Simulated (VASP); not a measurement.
Here is the system:

```
CELL_PARAMETERS angstrom
     -2.93043     2.93043     2.93043
      2.93043    -2.93043     2.93043
      2.93043     2.93043    -2.93043
ATOMIC_POSITIONS crystal
  Cs 0.00000 0.00000 0.00000
```

Level of theory: LDA (Ceperley-Alder, Perdew-Zunger), VASP's LDA PAW potentials (set 64) (plane waves; VASP 6.6.1). Settings: 520 eV cut-off, 9×9×9 Γ-centred mesh, first-order Methfessel-Paxton smearing of 0.10 eV, potentials Cs_sv.

**Question.** The job: Cs (bcc), 1 atom, LDA, static run, 520 eV, 9×9×9 Γ-centred mesh. Roughly how much core time does it take on a busy server core?

**Answer.** About 10 core-seconds (one run on a shared machine, a rough figure). It had 35 irreducible k-points, 8 bands, up to 2731 plane waves and 11 electronic steps.

The compound is Cs in the bcc structure. This cell is one point of a volume scan, at 1.06 of the reference volume.
